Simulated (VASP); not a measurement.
An input for Quantum ESPRESSO's pw.x (written as the equivalent of a VASP run, and not itself run):

```
&CONTROL
  calculation = 'scf'
  pseudo_dir = './pseudo'
  outdir = './out'
  tprnfor = .true.
  tstress = .true.
/
&SYSTEM
  ibrav = 0
  nat = 1
  ntyp = 1
  ecutwfc = 90
  occupations = 'smearing'
  smearing = 'methfessel-paxton'
  degauss = 0.00735
  input_dft = 'pz'
  nspin = 2
  starting_magnetization(1) = 0.2
/
&ELECTRONS
  conv_thr = 7.3e-09
  electron_maxstep = 100
/
ATOMIC_SPECIES
  Fe 55.845 Fe.upf
CELL_PARAMETERS angstrom
    -1.3888725    1.3888725    1.3888725
     1.3888725   -1.3888725    1.3888725
     1.3888725    1.3888725   -1.3888725
ATOMIC_POSITIONS crystal
  Fe   0.0000000  0.0000000  0.0000000
K_POINTS automatic
  18 18 18 0 0 0
```

Problem. Write the VASP files for the same calculation (LDA).

Solution. This is not unique; one that fits is 
### INCAR
```
! general
SYSTEM =Fe
PREC   =Accurate
ENCUT  =520
LREAL  =.FALSE.
LASPH  =.TRUE.   ! aspherical one-centre terms

! electronic loop
EDIFF  =1E-7
NELM   =100   ! most electronic steps
ALGO   =Normal
LMAXMIX=4   ! l cut-off of mixed one-centre charges

! smearing
ISMEAR =1
SIGMA  =0.1   ! width (eV)

! spin
ISPIN  =2   ! spin-polarised
MAGMOM =2.0

! ions
ISIF   =2

! output
LWAVE  =.FALSE.
LCHARG =.FALSE.
LORBIT =10
```

POSCAR:
```
Fe
2.7777450
 -0.5000000050   0.5000000050   0.5000000050
  0.5000000050  -0.5000000050   0.5000000050
  0.5000000050   0.5000000050  -0.5000000050
Fe
1
direct
  0.0000000000   0.0000000000   0.0000000000
```

### KPOINTS
```
Automatic mesh
0
Gamma
18 18 18
0 0 0
```

POTCAR, in this order: Fe (LDA.64 set). Program: vasp_std.

The two are equivalent in intent, not identical: the potentials are each code's own (VASP's PAW set, PseudoDojo norm-conserving files in pw.x), so ENCUT and ecutwfc are chosen apart and not converted; conv_thr bounds pw.x's estimated SCF error, while EDIFF bounds the energy change between steps; starting_magnetization is a fraction of the valence charge and MAGMOM a moment in μB, so they match only roughly.

The compound is Fe in the bcc structure. This cell is one point of a volume scan, at 1.03 of the reference volume.
